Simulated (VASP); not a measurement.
Input:

```xyz
2
Lattice="0.0000 2.7108 2.7108 2.7108 0.0000 2.7108 2.7108 2.7108 0.0000" Properties=species:S:1:pos:R:3 pbc="T T T"
Ru     0.0000     0.0000     0.0000
S      2.7108     2.7108     2.7108
```

Calculation: PBEsol GGA, VASP's PBE PAW potentials (set 64) (plane waves; VASP 6.6.1). Numerical set-up: 400 eV cut-off, 11×11×11 Γ-centred mesh, first-order Methfessel-Paxton smearing of 0.10 eV, potentials Ru_pv S.

Energy and stress use the plane-wave basis of the starting cell.

The ions, cell shape and volume are relaxed. Predict the relaxed structure.

```xyz
2
Lattice="0.0000 2.4182 2.4182 2.4182 0.0000 2.4182 2.4182 2.4182 0.0000" Properties=species:S:1:pos:R:3 pbc="T T T"
Ru     0.0000     0.0000     0.0000
S      2.4182     2.4182     2.4182
```
Space group Fm-3m (225), at a tolerance of 0.03 Å.

How do energy and volume change from the first to the last step?

The energy (σ→0) changes by -736.4 meV/atom and the volume by -29.0 %, in 7 ionic steps.

| step | E(σ→0) (eV) | max force (eV/Å) | pressure (GPa) | volume (Å³) |
|---|---|---|---|---|
| 1 | -12.5214 | 0.000 | -28.99 | 39.84 |
| 2 | -12.8534 | 0.000 | 78.36 | 22.46 |
| 3 | -13.9905 | 0.000 | -2.68 | 28.70 |
| 4 | -13.9939 | 0.000 | -0.88 | 28.41 |
| 5 | -13.9942 | 0.000 | 0.51 | 28.21 |
| 6 | -13.9940 | 0.000 | -0.66 | 28.38 |
| 7 | -13.9943 | 0.000 | 0.01 | 28.28 |

The structure was generated: RuS was put into the rock salt type (Fm-3m), which need not be its known phase. This run relaxes it. Symmetry was kept, so distortions that lower it aren't found.
